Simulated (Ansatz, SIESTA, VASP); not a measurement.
# Code comparison for Hf2Hg (P1, 3 atoms in the cell)

Self-consistent single point, at a second geometry (atoms moved at random). First geometry:

```
CELL_PARAMETERS angstrom
     -1.65105     1.65105     5.75282
      1.65105    -1.65105     5.75282
      1.65105     1.65105    -5.75282
ATOMIC_POSITIONS crystal
  Hf 0.66573 0.66573 0.00000
  Hf 0.33427 0.33427 0.00000
  Hg 0.00000 0.00000 0.00000
```

Second geometry:
```yaml
crystal:
  lattice:
    - [-1.65105, 1.65105, 5.75282]
    - [1.65105, -1.65105, 5.75282]
    - [1.65105, 1.65105, -5.75282]
  atoms:
    - { symbol: Hf, position: [0.66974, 0.67676, 0.00936] }
    - { symbol: Hf, position: [0.33052, 0.34070, 0.00489] }
    - { symbol: Hg, position: [0.99974, 0.98254, 0.98575] }
```

Shared settings, as Ansatz (a first-principles code) writes them: kpoints.mp_grid.grid = 10 10 10; scf.occupations.method = gaussian; scf.occupations.width = 0.05 eV. Potentials and cutoffs stand in the table.

```json
[
 {"code": "SIESTA", "model": "LDA PW92, numerical atomic orbitals DZP, PseudoDojo LDA standard norm-conserving potentials (rewritten from UPF to PSML)", "ΔF from the first geometry (meV/atom)": "8.7", "pressure (GPa)": "-6.97", "largest force (eV/Å)": "0.560", "cutoff": "grid 400 Ry"},
 {"code": "Ansatz", "model": "LDA (PW92), default PAW files made with PBE", "ΔF from the first geometry (meV/atom)": "6.9", "pressure (GPa)": "-3.01", "largest force (eV/Å)": "0.441", "cutoff": "default"},
 {"code": "VASP", "model": "LDA (PZ), VASP's LDA PAW potentials (set 64)", "ΔF from the first geometry (meV/atom)": "6.7", "pressure (GPa)": "-3.18", "largest force (eV/Å)": "0.420", "cutoff": "300 eV"}
]
```

Size of the force on each atom (eV/Å): Sizes of forces hide their directions.

| code | Hf1 | Hf2 | Hg3 |
|---|---|---|---|
| SIESTA | 0.560 | 0.426 | 0.300 |
| Ansatz | 0.441 | 0.313 | 0.302 |
| VASP | 0.420 | 0.292 | 0.309 |

On Ansatz's run: spin-orbit coupling is off.

The spread over the programs that give each value: ΔF from the first geometry within 2.0 meV/atom; pressure within 3.96 GPa; largest force within 0.140 eV/Å.

SIESTA uses small atom-centred bases, whose incompleteness enters pressures, forces and empty levels differently from a plane-wave cutoff. Ansatz's pressure is given at a fixed set of plane waves, as the other plane-wave codes print theirs; with its correction for the finite basis it is -2.97 GPa. The same LDA comes in different parametrisations, which differ slightly. In the pressure, SIESTA (by 3.88) lies more than 1 GPa from the median of the plane-wave programs. In the force vectors, SIESTA (by 0.138) lies more than 0.08 eV/Å from the median of the plane-wave programs.

VASP's run is marked for a possible Pulay error in its stress at this cutoff; no cutoff test was made.

The starting cell comes from a database of computed structures (which also holds hypothetical and non-ambient phases and stackings), without a prior relaxation at this level. Its lattice was rescaled by a random factor within 2.5 % of one. For this run, on top of that: atoms moved at random.

Keys are those of Ansatz 0.2.
